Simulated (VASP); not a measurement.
Output of a VASP run:

**OSZICAR**
```
       N       E                     dE             d eps       ncg     rms          rms(c)
DAV:   1     0.196898694754E+03    0.19690E+03   -0.12647E+04   528   0.154E+03
DAV:   2    -0.130608794570E+02   -0.20996E+03   -0.20754E+03   560   0.449E+02
DAV:   3    -0.199116512414E+02   -0.68508E+01   -0.66336E+01   704   0.905E+01
DAV:   4    -0.199945243532E+02   -0.82873E-01   -0.82791E-01   632   0.105E+01
DAV:   5    -0.199959051653E+02   -0.13808E-02   -0.13808E-02   696   0.108E+00    0.196E+01
DAV:   6    -0.176228549578E+02    0.23731E+01   -0.20433E+01   560   0.549E+01    0.691E+00
DAV:   7    -0.172740113078E+02    0.34884E+00   -0.18451E+00   512   0.159E+01    0.406E+00
DAV:   8    -0.173673411046E+02   -0.93330E-01   -0.25547E-01   584   0.372E+00    0.469E+00
DAV:   9    -0.174660262710E+02   -0.98685E-01   -0.99472E-02   576   0.189E+00    0.367E+00
DAV:  10    -0.175635299775E+02   -0.97504E-01   -0.15941E+00   576   0.901E+00    0.167E+00
DAV:  11    -0.175829151195E+02   -0.19385E-01   -0.31912E-02   528   0.201E+00    0.141E+00
DAV:  12    -0.176005121620E+02   -0.17597E-01   -0.39627E-02   576   0.168E+00    0.536E-01
DAV:  13    -0.176024341252E+02   -0.19220E-02   -0.22567E-02   624   0.132E+00    0.135E-01
DAV:  14    -0.176025707730E+02   -0.13665E-03   -0.65240E-04   576   0.296E-01    0.815E-02
DAV:  15    -0.176026009436E+02   -0.30171E-04   -0.72704E-04   592   0.165E-01    0.509E-02
DAV:  16    -0.176026460124E+02   -0.45069E-04   -0.97917E-05   592   0.847E-02    0.340E-02
DAV:  17    -0.176026691928E+02   -0.23180E-04   -0.41943E-05   688   0.468E-02    0.217E-02
DAV:  18    -0.176026751433E+02   -0.59505E-05   -0.55167E-05   608   0.567E-02    0.108E-02
DAV:  19    -0.176026779958E+02   -0.28525E-05   -0.25935E-06   448   0.196E-02    0.780E-03
DAV:  20    -0.176026783621E+02   -0.36635E-06   -0.60890E-07   288   0.958E-03
   1 F= -.17602678E+02 E0= -.17604524E+02  d E =0.553660E-02  mag=     0.0000
```

OUTCAR:
```
------------------------ aborting loop because EDIFF is reached ----------------------------------------
  FORCE on cell =-STRESS in cart. coord.  units (eV):
  Direction    XX          YY          ZZ          XY          YZ          ZX
  --------------------------------------------------------------------------------------
  Total       -0.3070680     -0.5518640     -1.3485737      0.0000000      0.0000000      0.0000000
  in kB      -21.2701733    -38.2268423    -93.4138072      0.0000000      0.0000000      0.0000000
  external PRESSURE =     -50.9702742 kB  Pullay stress =       0.0000000 kB
  volume of cell :       23.13
      direct lattice vectors                 reciprocal lattice vectors
     2.815965000  0.000000000  0.000000000     0.355118050  0.000000000  0.000000000
     0.000000000  2.844129000  0.000000000     0.000000000  0.351601492  0.000000000
     0.000000000  0.000000000  2.888003000     0.000000000  0.000000000  0.346260028
 POSITION                                       TOTAL-FORCE (eV/Angst)
 -----------------------------------------------------------------------------------
      0.00000      0.00000      0.00000         0.229022      0.000000      0.000000
      1.43214      1.42206      1.44400        -0.229022      0.000000      0.000000
 -----------------------------------------------------------------------------------
    total drift:                                0.000017      0.000000      0.000013
  FREE ENERGIE OF THE ION-ELECTRON SYSTEM (eV)
  ---------------------------------------------------
  free  energy   TOTEN  =       -17.6026783621 eV

  energy  without entropy=      -17.6082149640  energy(sigma->0) =      -17.60452390

 total charge

# of ion       s       p       d       tot
------------------------------------------
    1        0.405   6.262   4.479  11.146
    2        0.405   6.262   4.479  11.146
--------------------------------------------------
tot          0.810  12.523   8.958  22.291

 magnetization (x)

# of ion       s       p       d       tot
------------------------------------------
    1        0.000  -0.000   0.029   0.029
    2       -0.000   0.000  -0.029  -0.029
--------------------------------------------------
tot          0.000   0.000   0.000   0.000
```
(Selected blocks of OUTCAR.)

File POSCAR:
```
Cr
1
    2.8159650000     0.0000000000     0.0000000000
    0.0000000000     2.8441290000     0.0000000000
    0.0000000000     0.0000000000     2.8880030000
Cr
2
Direct
  0.0000000000   0.0000000000   0.0000000000
  0.5085770000   0.5000000000   0.5000000000
```

Question: Write an INCAR and KPOINTS that could have produced this output.

Answer: Several could match; the one computed here: the input of the run itself, PBE GGA, plane waves, VASP's PBE PAW potentials (set 64).

**KPOINTS**
```
K-points
0
G
2 2 2
0 0 0
```

**INCAR**
```
SIGMA = 0.1   # width (eV)
PREC = Accurate
MAGMOM = 1.5 -1.5
LORBIT = 10
ENCUT = 400
ISMEAR = 1   # Methfessel-Paxton
EDIFF = 1E-6   # SCF stop (eV)
LASPH = .TRUE.   # aspherical one-centre terms
LCHARG = .FALSE.
LWAVE = .FALSE.
LREAL = .FALSE.
ISIF = 2   # forces and stress, cell fixed
ISPIN = 2
SYSTEM = Cr
ALGO = Normal
LMAXMIX = 4
NELM = 100   # most electronic steps
GGA = PE   # PBE
```

POTCAR, in this order: Cr_pv (PBE.64 set). Program: vasp_std.

The compound is Cr in the bcc, AFM order structure. The cell was not relaxed at this level. The k-mesh is coarse (spacing up to 1.12 per Å, 2π included), so the numbers may not be converged in it. The run is one of a series of settings (KPOINTS 2×2×2 Γ-centred mesh against the base run), some of them coarse on purpose.
